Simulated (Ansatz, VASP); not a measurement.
# Two plane-wave programs on Nb4O3

```
Nb O
1.0
     4.40320    0.00000    0.00000
     0.00000    4.40320    0.00000
     0.00000    0.00000    4.40320
Nb O
4 3
Direct
  0.50000 0.50000 0.50000
  0.50000 0.00000 0.00000
  0.00000 0.50000 0.00000
  0.00000 0.00000 0.50000
  0.50000 0.50000 0.00000
  0.00000 0.50000 0.50000
  0.50000 0.00000 0.50000
```

Change from the starting cell: species swapped into the W3N4 type (Pm-3m, No. 221).

Alike in both runs: functional PBE; k mesh 8 × 8 × 8; occupations gaussian, width 0.1 eV; no spin polarisation.

Ansatz relaxed the structure, and its values are those at the end. VASP's run is a single point on that final structure, the one shown.

```csv
,VASP,Ansatz
version,VASP 6.6.1,Ansatz 0.2.0
potentials or method,"VASP PAW PBE potentials, release 64 (Nb_sv, O)","scalar-relativistic, plane waves, PAW"
plane-wave cutoff (eV),520,420
valence electrons in the cell,70,70
```

```tsv
	VASP	Ansatz	Ansatz less VASP
gap on the k mesh at the Fermi level (eV)	none	none	-
pressure (GPa)	-0.3	0.0	+0.36
```

A gap of «none» marks a metal or a gap that the smearing closes. With one functional, cell and mesh, what is left measures potentials, basis and numerics.
